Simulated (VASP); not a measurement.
```xyz
1
Lattice="0.0000 1.9908 1.9908 1.9908 0.0000 1.9908 1.9908 1.9908 0.0000" Properties=species:S:1:pos:R:3 pbc="T T T"
Pt     0.0000     0.0000     0.0000
```

Level of theory: r2SCAN meta-GGA, VASP's PBE PAW potentials (set 64) (plane waves; VASP). Numerical set-up: 480 eV cut-off, 14×14×14 Γ-centred mesh, first-order Methfessel-Paxton smearing of 0.10 eV, potentials Pt.

Unless said otherwise, spin-orbit coupling is left out, though it shifts the bands of the heavy elements here.

Task: Estimate the energy per atom (σ→0), pressure, band gap (on the k-mesh) with the smallest direct gap where there is one.

Result: 
```json
{
  "band gap (on the k-mesh)": "none (metal, semimetal or under 0.01 eV)",
  "energy per atom (σ→0)": "-4968.8 kJ/mol of atoms",
  "pressure": "-7.53 GPa"
}
```

The absolute energy has meaning only against runs of the same code, potentials and settings.

The compound is Pt in the fcc structure. This cell was strained or had an atom moved on purpose.
